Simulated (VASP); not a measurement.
Runs of VASP 6.6.1 on FCClBrH. The cell holds a molecule in a box, 5 atoms: a = 12.000 Å, b = 12.000 Å, c = 12.000 Å, α = 90.00°, β = 90.00°, γ = 90.00°. 

```csv
task,level,potentials or basis,cell,cutoff (eV),grid for exact exchange (PRECFOCK),screening parameter,exchange at q = 0,gap on the mesh (eV),largest force (eV/Å)
single point,HSE06+D3(BJ),"VASP PAW PBE potentials, release 64 (F, C, Cl, Br, H)",as given,520,Normal,0.2 1/A,-,6.74,0.53
single point,BLYP+D3(BJ),"VASP PAW PBE potentials, release 64 (F_s, C_s, Cl, Br, H_s)",as given,400,-,-,-,(a),2.68
single point,B3LYP+D4,"VASP PAW PBE potentials, release 64 (F, C, Cl, Br, H)",as given,520,Fast,-,default,(b),0.85
relaxation of the atoms,revPBE,"VASP PAW PBE potentials, release 64 (F, C, Cl, Br, H)",atoms relaxed,520,-,-,-,4.99,0.01
```

Alike in all rows: no spin polarisation; k mesh 1 × 1 × 1; smearing gaussian 0.01 eV.

Problem. Fill in the values left out.

Solution. (a) 5.09; (b) 6.96.

Caveats: the PAW data sets were made with another functional, which shifts forces and pressure a little.

A k mesh can miss the band edges, and the runs leave out spin-orbit coupling on Br.

Runs at the PBE level aren't shown here.
